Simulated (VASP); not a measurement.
# SiC: what moves the LDA gap besides the functional, part 2 of 2

How far does the LDA gap of SiC depend on cutoff, mesh and cell? The starting structure is a computed structure from the Materials Project. Cell and atoms stay as given unless a step says otherwise.

VASP 6.6.1.

Results so far: reference 2.167 eV; cell and atoms relaxed by LDA 2.171 eV.

## Step 4: Bands with no band path

Level of this step: LDA; plane waves and PAW (Si, C) (VASP).

Against step 2 the input has no band path (also changed: NBANDS).

The input, INCAR:

```
SYSTEM = SiC
PREC = Accurate
ENCUT = 460
EDIFF = 1E-06
NELM = 100
ISMEAR = 0
SIGMA = 0.03
LREAL = .FALSE.
ALGO = Normal
GGA = CA
NBANDS = 24
LORBIT = 11
LWAVE = .FALSE.
LCHARG = .FALSE.
KPAR = 8
LASPH = .TRUE.
```

The input, POSCAR:

```
SiC
1.0
    3.0756941497      0.0000000000      0.0000000000
   -1.5378470748      2.6636292679      0.0000000000
    0.0000000000      0.0000000000     10.0706464800
Si C
4 4
Direct
    0.0000000000      0.0000000000      0.1878943800
    0.0000000000      0.0000000000      0.6878943800
    0.3333333333      0.6666666667      0.4378419800
    0.6666666667      0.3333333333      0.9378419800
    0.0000000000      0.0000000000      0.0004600500
    0.0000000000      0.0000000000      0.5004600500
    0.3333333333      0.6666666667      0.2498025900
    0.6666666667      0.3333333333      0.7498025900
```

The input, KPOINTS:

```
Automatic mesh
0
Gamma
8 8 2
0 0 0
```

Potentials, in the order of the species: Si and C (LDA family, release 64).

On the command line:

```sh
mpirun -np 8 vasp_std
```

The log of the run:

```text
[... set-up lines as in an earlier step ...]
 entering main loop
       N       E                     dE             d eps       ncg     rms          rms(c)
DAV:   1     0.641833451297E+02    0.64183E+02   -0.13656E+04   960   0.110E+03
DAV:   2    -0.683470489506E+02   -0.13253E+03   -0.12395E+03  1376   0.189E+02
DAV:   3    -0.746610023851E+02   -0.63140E+01   -0.62772E+01  1280   0.410E+01
DAV:   4    -0.747423506624E+02   -0.81348E-01   -0.81283E-01  1224   0.557E+00
[...]
DAV:  11    -0.665718633984E+02   -0.94979E-05   -0.36862E-05  1232   0.404E-02    0.203E-02
DAV:  12    -0.665718587316E+02    0.46669E-05   -0.95391E-06  1232   0.150E-02    0.964E-03
DAV:  13    -0.665718582222E+02    0.50933E-06   -0.19296E-06   960   0.648E-03
   1 F= -.66571858E+02 E0= -.66571858E+02  d E =-.109772E-17
```

The job ended after 3.2 s (8 MPI ranks of Intel Xeon 6975P-C (Granite Rapids), shared host; peak memory 1.4 GiB).

Parts of OUTCAR (step 4):

```text
  Total       -1.7899431     -1.7899431     -1.8079110     -0.0000000      0.0000000      0.0000000
  in kB      -34.7596615    -34.7596615    -35.1085874     -0.0000000      0.0000000      0.0000000
  external PRESSURE =     -34.8759702 kB  Pullay stress =       0.0000000 kB

 POSITION                                       TOTAL-FORCE (eV/Angst)
 -----------------------------------------------------------------------------------
      0.00000      0.00000      1.89222        -0.000000      0.000000     -0.004158
      0.00000      0.00000      6.92754         0.000000      0.000000     -0.004158
     -0.00000      1.77575      4.40935         0.000000     -0.000000      0.006989
      1.53785      0.88788      9.44468        -0.000000      0.000000      0.006989
      0.00000      0.00000      0.00463        -0.000000      0.000000     -0.001380
      0.00000      0.00000      5.03996         0.000000      0.000000     -0.001380
     -0.00000      1.77575      2.51567        -0.000000      0.000000     -0.001451
      1.53785      0.88788      7.55100         0.000000     -0.000000     -0.001451
 -----------------------------------------------------------------------------------
    total drift:                               -0.000000     -0.000000      0.000356

  FREE ENERGIE OF THE ION-ELECTRON SYSTEM (eV)
  ---------------------------------------------------
  free  energy   TOTEN  =       -66.5718582222 eV

  energy  without entropy=      -66.5718582222  energy(sigma->0) =      -66.57185822

[... 1 part as in an earlier step ...]

[... 2 further parts left out ...]
[key lines of the parts left out:]
E-fermi :   8.3382
```

With no band path the gap is 2.167 eV, +0.000 eV from the reference, read on the mesh alone.

## Step 5: Bands with a cutoff of 640 eV

Against step 2 the input has ENCUT = 640.

Edit INCAR of step 4 so:

```diff
@@ -2,3 +2,3 @@
 PREC = Accurate
-ENCUT = 460
+ENCUT = 640
 EDIFF = 1E-06
@@ -10,3 +10,3 @@
 GGA = CA
-NBANDS = 24
+NBANDS = 36
 LORBIT = 11
```

POSCAR is that of step 4.

KPOINTS is that of step 4.

The input, KPOINTS_OPT:

```
Line mode
8
Line-mode
Reciprocal
  0.00000000   0.00000000   0.00000000 GAMMA
  0.50000000   0.00000000   0.00000000 M

  0.50000000   0.00000000   0.00000000 M
  0.33333333   0.33333333   0.00000000 K

  0.33333333   0.33333333   0.00000000 K
  0.00000000   0.00000000   0.00000000 GAMMA

  0.00000000   0.00000000   0.00000000 GAMMA
  0.00000000   0.00000000   0.50000000 A

  0.00000000   0.00000000   0.50000000 A
  0.50000000   0.00000000   0.50000000 L

  0.50000000   0.00000000   0.50000000 L
  0.33333333   0.33333333   0.50000000 H

  0.33333333   0.33333333   0.50000000 H
  0.00000000   0.00000000   0.50000000 A

  0.50000000   0.00000000   0.50000000 L
  0.50000000   0.00000000   0.00000000 M

  0.33333333   0.33333333   0.00000000 K
  0.33333333   0.33333333   0.50000000 H
```

On the command line:

```sh
mpirun -np 8 vasp_std
```

The log of the run:

```text
[... set-up lines as in an earlier step ...]
 entering main loop
       N       E                     dE             d eps       ncg     rms          rms(c)
DAV:   1     0.589836665402E+02    0.58984E+02   -0.15983E+04  1440   0.954E+02
DAV:   2    -0.680616725690E+02   -0.12705E+03   -0.11751E+03  1748   0.169E+02
DAV:   3    -0.746915993465E+02   -0.66299E+01   -0.65538E+01  1848   0.323E+01
DAV:   4    -0.747524195524E+02   -0.60820E-01   -0.60760E-01  1692   0.367E+00
[...]
DAV:  11    -0.665795012493E+02   -0.32634E-04   -0.66391E-05  1660   0.361E-02    0.225E-02
DAV:  12    -0.665794888773E+02    0.12372E-04   -0.27814E-05  1616   0.231E-02    0.173E-02
DAV:  13    -0.665794879961E+02    0.88114E-06   -0.21483E-06  1520   0.729E-03
   1 F= -.66579488E+02 E0= -.66579488E+02  d E =-.128901E-20
 Start KPOINTS_OPT (optional k-point list driver)
k-point batch [1-20\72]
       N       E                     dE             ncg
DAV:   1     0.383085055748E+04   -0.18514E+05     1440
DAV:   2     0.149874714112E+04   -0.23321E+04     1764
DAV:   3     0.138373522646E+04   -0.11501E+03     1864
DAV:   4     0.138277008921E+04   -0.96514E+00     1752
DAV:   5     0.138276192893E+04   -0.81603E-02     1800
DAV:   6     0.138276183078E+04   -0.98151E-04     1840
DAV:   7     0.138276182953E+04   -0.12470E-05     1552
DAV:   8     0.138276182945E+04   -0.83769E-07     1416
[...]
k-point batch [61-72\72]
       N       E                     dE             ncg
DAV:   1     0.854133241617E+04   -0.15979E+05      864
DAV:   2     0.725702397575E+04   -0.12843E+04     1060
DAV:   3     0.719917147319E+04   -0.57853E+02     1156
DAV:   4     0.719870917159E+04   -0.46230E+00     1048
DAV:   5     0.719870542986E+04   -0.37417E-02     1100
DAV:   6     0.719870538775E+04   -0.42105E-04     1084
DAV:   7     0.719870538728E+04   -0.46734E-06      924
```

The job ended after 16 s (8 MPI ranks; peak memory 2.2 GiB; 2 min of CPU time).

From OUTCAR (step 5):

```text
  Total       -1.8523541     -1.8523541     -1.8736223     -0.0000000      0.0000000      0.0000000
  in kB      -35.9716460    -35.9716460    -36.3846626     -0.0000000      0.0000000      0.0000000
  external PRESSURE =     -36.1093182 kB  Pullay stress =       0.0000000 kB

 POSITION                                       TOTAL-FORCE (eV/Angst)
 -----------------------------------------------------------------------------------
      0.00000      0.00000      1.89222        -0.000000      0.000000     -0.003868
      0.00000      0.00000      6.92754         0.000000     -0.000000     -0.003868
     -0.00000      1.77575      4.40935         0.000000     -0.000000      0.006971
      1.53785      0.88788      9.44468        -0.000000      0.000000      0.006971
      0.00000      0.00000      0.00463         0.000000     -0.000000     -0.001753
      0.00000      0.00000      5.03996         0.000000      0.000000     -0.001753
     -0.00000      1.77575      2.51567        -0.000000      0.000000     -0.001350
      1.53785      0.88788      7.55100         0.000000     -0.000000     -0.001350
 -----------------------------------------------------------------------------------
    total drift:                                0.000000      0.000000      0.000200

  FREE ENERGIE OF THE ION-ELECTRON SYSTEM (eV)
  ---------------------------------------------------
  free  energy   TOTEN  =       -66.5794879961 eV

  energy  without entropy=      -66.5794879961  energy(sigma->0) =      -66.57948800

[... 1 part as in an earlier step ...]

[... 2 further parts left out ...]
[key lines of the parts left out:]
E-fermi :   8.3534
```

With a cutoff of 640 eV the gap is 2.168 eV, +0.001 eV from the reference.

## Step 6: Bands with a 12×12×4 mesh

Against step 2 the input has a 12×12×4 mesh.

Edit INCAR of step 5 so:

```diff
@@ -2,3 +2,3 @@
 PREC = Accurate
-ENCUT = 640
+ENCUT = 460
 EDIFF = 1E-06
```

POSCAR is that of step 5.

The input, KPOINTS:

```
Automatic mesh
0
Gamma
12 12 4
0 0 0
```

KPOINTS_OPT is that of step 5.

On the command line:

```sh
mpirun -np 8 vasp_std
```

The log of the run:

```text
[... set-up lines as in an earlier step ...]
 entering main loop
       N       E                     dE             d eps       ncg     rms          rms(c)
DAV:   1     0.399553433403E+02    0.39955E+02   -0.12721E+04  4104   0.728E+02
DAV:   2    -0.693132530744E+02   -0.10927E+03   -0.10210E+03  5112   0.149E+02
DAV:   3    -0.746997736059E+02   -0.53865E+01   -0.53300E+01  5244   0.284E+01
DAV:   4    -0.747441584355E+02   -0.44385E-01   -0.44360E-01  4912   0.312E+00
[...]
DAV:  12    -0.665749309380E+02    0.12597E-04   -0.29790E-05  4612   0.239E-02    0.171E-02
DAV:  13    -0.665749298988E+02    0.10392E-05   -0.23412E-06  4372   0.755E-03    0.471E-03
DAV:  14    -0.665749299108E+02   -0.12023E-07   -0.37415E-07  2336   0.241E-03
   1 F= -.66574930E+02 E0= -.66574930E+02  d E =-.339565E-23
 Start KPOINTS_OPT (optional k-point list driver)
k-point batch [1-57\72]
       N       E                     dE             ncg
DAV:   1     0.106677699011E+05   -0.30811E+05     4104
DAV:   2     0.471129955621E+04   -0.59565E+04     5180
DAV:   3     0.442430862888E+04   -0.28699E+03     5284
DAV:   4     0.442204164267E+04   -0.22670E+01     5064
DAV:   5     0.442202128185E+04   -0.20361E-01     4956
DAV:   6     0.442202103210E+04   -0.24975E-03     5152
DAV:   7     0.442202102882E+04   -0.32827E-05     4204
DAV:   8     0.442202102860E+04   -0.22428E-06     3944
k-point batch [58-72\72]
       N       E                     dE             ncg
DAV:   1     0.305469129602E+05   -0.16371E+05     1080
DAV:   2     0.291129642165E+05   -0.14339E+04     1324
DAV:   3     0.290517961702E+05   -0.61168E+02     1488
DAV:   4     0.290513372918E+05   -0.45888E+00     1348
DAV:   5     0.290513335822E+05   -0.37096E-02     1352
DAV:   6     0.290513335423E+05   -0.39986E-04     1356
DAV:   7     0.290513335418E+05   -0.42503E-06     1108
```

Elapsed: 14 s, on 8 MPI ranks; peak memory 2.4 GiB.

OUTCAR, selected parts (step 6):

```text
  Total       -1.7907377     -1.7907377     -1.8096352     -0.0000000      0.0000000     -0.0000000
  in kB      -34.7750913    -34.7750913    -35.1420705     -0.0000000      0.0000000     -0.0000000
  external PRESSURE =     -34.8974177 kB  Pullay stress =       0.0000000 kB

 POSITION                                       TOTAL-FORCE (eV/Angst)
 -----------------------------------------------------------------------------------
      0.00000      0.00000      1.89222         0.000000      0.000000     -0.003416
      0.00000      0.00000      6.92754         0.000000      0.000000     -0.003416
     -0.00000      1.77575      4.40935        -0.000000      0.000000      0.004488
      1.53785      0.88788      9.44468         0.000000      0.000000      0.004488
      0.00000      0.00000      0.00463         0.000000      0.000000     -0.001675
      0.00000      0.00000      5.03996        -0.000000      0.000000     -0.001675
     -0.00000      1.77575      2.51567        -0.000000      0.000000      0.000603
      1.53785      0.88788      7.55100        -0.000000     -0.000000      0.000603
 -----------------------------------------------------------------------------------
    total drift:                               -0.000000     -0.000000     -0.000025

  FREE ENERGIE OF THE ION-ELECTRON SYSTEM (eV)
  ---------------------------------------------------
  free  energy   TOTEN  =       -66.5749299108 eV

  energy  without entropy=      -66.5749299108  energy(sigma->0) =      -66.57492991

[... 1 part as in an earlier step ...]

[... 2 further parts left out ...]
[key lines of the parts left out:]
E-fermi :   8.3645
```

With a 12×12×4 mesh the gap is 2.167 eV, +0.001 eV from the reference.

## Step 7: The runs compared

| run | gap (eV) | change (eV) | core minutes |
| --- | --- | --- | --- |
| reference | 2.167 | - | 1.12 |
| cell and atoms relaxed by LDA | 2.171 | 0.004 | 1.12 |
| no band path | 2.167 | 0.0 | 0.427 |
| a cutoff of 640 eV | 2.168 | 0.001 | 2.11 |
| a 12×12×4 mesh | 2.167 | 0.001 | 1.89 |

Core minutes are wall time times ranks of the run shown, on a shared host.

## Step 8: Results

```yaml
reference_gap: 2.167 eV
gap_with_cell_and_atoms_relaxed_by_lda: 2.171 eV
gap_with_no_band_path: 2.167 eV
gap_with_a_cutoff_of_640_ev: 2.168 eV
gap_with_a_12x12x4_mesh: 2.167 eV
```

**Reading.** Among the runs that read a gap along the path, none moves it by more than 0.005 eV. On finer settings it changes by +0.001 eV with a cutoff of 640 eV and +0.001 eV with a 12×12×4 mesh. The functional's own error isn't tested here. Further runs on this material are not shown.

[Lines on the potential files, build, host, timing and source positions are cut from VASP's logs without a mark.]

[Logs are printed without paths, hosts, clocks, repeated set-up lines and the standing remarks that a program may print on its own settings, such as how far it seeks lower states.]

[Hosts, paths, dates, database ids (printed as entryN), source tags and the programs' standing remarks are cut or masked in the printed files.]
